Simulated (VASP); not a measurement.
Output of a VASP run:

OSZICAR:
```
...
DAV:  13    -0.991721078943E+02   -0.80673E-06   -0.27815E-09  1018   0.359E-04
   3 F= -.99172108E+02 E0= -.99171588E+02  d E =-.567685E-02
       N       E                     dE             d eps       ncg     rms          rms(c)
DAV:   1    -0.991810909472E+02   -0.89839E-02   -0.20193E-01  2086   0.404E+00    0.103E+00
DAV:   2    -0.991788345510E+02    0.22564E-02   -0.17197E-01  2297   0.261E+00    0.701E-01
DAV:   3    -0.991729092350E+02    0.59253E-02   -0.46453E-02  2269   0.124E+00    0.130E-01
DAV:   4    -0.991727418388E+02    0.16740E-03   -0.10056E-03  2161   0.228E-01    0.349E-02
DAV:   5    -0.991727913056E+02   -0.49467E-04   -0.93831E-05  2021   0.816E-02    0.301E-02
DAV:   6    -0.991727069135E+02    0.84392E-04   -0.11994E-04  1969   0.864E-02    0.745E-03
DAV:   7    -0.991727956654E+02   -0.88752E-04   -0.41315E-05  1956   0.496E-02    0.311E-03
DAV:   8    -0.991727754383E+02    0.20227E-04   -0.30458E-06  1707   0.121E-02    0.155E-03
DAV:   9    -0.991727881036E+02   -0.12665E-04   -0.44908E-07  1153   0.411E-03    0.423E-04
DAV:  10    -0.991727813550E+02    0.67486E-05   -0.77459E-08  1043   0.196E-03    0.359E-04
DAV:  11    -0.991727827768E+02   -0.14218E-05   -0.11915E-08  1033   0.850E-04    0.175E-04
DAV:  12    -0.991727822075E+02    0.56928E-06   -0.41658E-09  1023   0.353E-04
   4 F= -.99172782E+02 E0= -.99172323E+02  d E =-.674313E-03
       N       E                     dE             d eps       ncg     rms          rms(c)
DAV:   1    -0.991733846165E+02   -0.60184E-03   -0.12612E-02  2092   0.101E+00    0.258E-01
DAV:   2    -0.991732456088E+02    0.13901E-03   -0.11095E-02  2297   0.661E-01    0.178E-01
DAV:   3    -0.991728729820E+02    0.37263E-03   -0.29665E-03  2269   0.312E-01    0.318E-02
DAV:   4    -0.991728747249E+02   -0.17429E-05   -0.60122E-05  2171   0.549E-02    0.832E-03
DAV:   5    -0.991728577738E+02    0.16951E-04   -0.65656E-06  1997   0.215E-02    0.747E-03
DAV:   6    -0.991728729424E+02   -0.15169E-04   -0.73515E-06  1961   0.216E-02    0.157E-03
DAV:   7    -0.991728604013E+02    0.12541E-04   -0.24950E-06  1301   0.123E-02    0.654E-04
DAV:   8    -0.991728671154E+02   -0.67141E-05   -0.28354E-07   963   0.357E-03    0.408E-04
DAV:   9    -0.991728631862E+02    0.39292E-05   -0.43219E-08   953   0.148E-03    0.676E-05
DAV:  10    -0.991728651183E+02   -0.19321E-05   -0.71574E-09   933   0.551E-04    0.988E-05
DAV:  11    -0.991728643770E+02    0.74129E-06   -0.22442E-09   933   0.284E-04
   5 F= -.99172864E+02 E0= -.99172391E+02  d E =-.756483E-03
       N       E                     dE             d eps       ncg     rms          rms(c)
DAV:   1    -0.991733442737E+02   -0.47916E-03   -0.18867E-02  1805   0.122E+00    0.174E-01
DAV:   2    -0.991730516316E+02    0.29264E-03   -0.21164E-03  2294   0.336E-01    0.760E-02
DAV:   3    -0.991730039118E+02    0.47720E-04   -0.75162E-04  2257   0.162E-01    0.579E-02
DAV:   4    -0.991729681326E+02    0.35779E-04   -0.16641E-04  2276   0.952E-02    0.102E-02
DAV:   5    -0.991729614173E+02    0.67153E-05   -0.94089E-06  2091   0.241E-02    0.378E-03
DAV:   6    -0.991729660645E+02   -0.46473E-05   -0.32572E-06  1613   0.121E-02    0.205E-03
DAV:   7    -0.991729618279E+02    0.42367E-05   -0.90171E-07  1158   0.694E-03    0.621E-04
DAV:   8    -0.991729634660E+02   -0.16382E-05   -0.89043E-08  1063   0.225E-03    0.375E-04
DAV:   9    -0.991729624974E+02    0.96868E-06   -0.24241E-08  1018   0.137E-03
   6 F= -.99172962E+02 E0= -.99172492E+02  d E =-.981203E-04
```

OUTCAR:
```
------------------------ aborting loop because EDIFF is reached ----------------------------------------
  FORCE on cell =-STRESS in cart. coord.  units (eV):
  Direction    XX          YY          ZZ          XY          YZ          ZX
  --------------------------------------------------------------------------------------
  Total        0.0082104      0.0082104     -0.0500345     -0.0000000      0.0000000      0.0000000
  in kB        0.1171401      0.1171401     -0.7138553     -0.0000000      0.0000000      0.0000000
  external PRESSURE =      -0.1598584 kB  Pullay stress =       0.0000000 kB
  volume of cell :      112.30
      direct lattice vectors                 reciprocal lattice vectors
     4.530763784 -0.000000000 -0.000000000     0.220713338  0.127428905 -0.000000000
    -2.265381892  3.923756534  0.000000000     0.000000000  0.254857811 -0.000000000
    -0.000000000  0.000000000  6.316787737     0.000000000 -0.000000000  0.158308311
 POSITION                                       TOTAL-FORCE (eV/Angst)
 -----------------------------------------------------------------------------------
     -1.13269      1.96188      1.05280        -0.000000      0.000000     -0.000000
      2.26538     -0.00000      3.15839        -0.000000      0.000000      0.000000
      1.13269      1.96188      5.26399        -0.000000      0.000000     -0.000000
      2.26538      2.64986      3.15839         0.000000     -0.003155      0.000000
     -1.16216      3.28681      5.26399         0.002732     -0.001577      0.000000
      1.10323      0.63695      1.05280         0.002732      0.001577      0.000000
     -0.00000      1.27390      3.15839        -0.000000      0.003155      0.000000
      3.42754      0.63695      5.26399        -0.002732      0.001577      0.000000
      1.16216      3.28681      1.05280        -0.002732     -0.001577      0.000000
 -----------------------------------------------------------------------------------
    total drift:                               -0.000000      0.000000      0.005422
  FREE ENERGIE OF THE ION-ELECTRON SYSTEM (eV)
  ---------------------------------------------------
  free  energy   TOTEN  =       -99.1729624974 eV

  energy  without entropy=      -99.1715503133  energy(sigma->0) =      -99.17249177

 reached required accuracy - stopping structural energy minimisation
```
(Selected blocks of OUTCAR.)

**POSCAR**
```
VSi2
1
    4.5159601515    -0.0000000000    -0.0000000000
   -2.2579800758     3.9109362126     0.0000000000
    0.0000000000    -0.0000000000     6.3282420880
V Si
3 6
Direct
  1.0000000000   0.5000000000   0.1666670000
  0.5000000000   0.0000000000   0.5000000000
  0.5000000000   0.5000000000   0.8333330000
  0.8365926951   0.6731853902   0.5000000000
  0.1634073049   0.8365926951   0.8333330000
  0.3268146098   0.1634073049   0.1666670000
  0.1634073049   0.3268146098   0.5000000000
  0.8365926951   0.1634073049   0.8333330000
  0.6731853902   0.8365926951   0.1666670000
```

### Question
Write an INCAR and KPOINTS that could have produced this output.

### Answer
This is not unique; one that fits is the input of the run itself, r2SCAN meta-GGA, plane waves, VASP's PBE PAW potentials (set 64).

### INCAR
```
EDIFF=1E-6
ISMEAR=1
ALGO=Normal
LWAVE=.FALSE.
METAGGA=R2SCAN
LMIXTAU=.TRUE.
LCHARG=.FALSE.
SYSTEM=VSi2
IBRION=2
LASPH=.TRUE.   ! aspherical one-centre terms
NSW=60
LREAL=.FALSE.
EDIFFG=-0.02
ISIF=3   ! ions, shape and volume
SIGMA=0.1   ! width (eV)
ENCUT=400   ! plane-wave cut-off (eV)
PREC=Accurate
LMAXMIX=4
NELM=100
```

**KPOINTS**
```
Automatic mesh
0
Gamma
7 7 5
0 0 0
```

POTCAR, in this order: V_sv Si (PBE.64 set). Program: vasp_std.

The structure comes from a computed database's VSi2 entry (P6_222); how it stands against other phases isn't given here. This run relaxes it. Symmetry was kept, so distortions that lower it aren't found. The start is the result of an earlier pass. The run is not spin-polarised, so no magnetic state was tried. The electron count is odd and the run is not spin-polarised, which forces a metal.
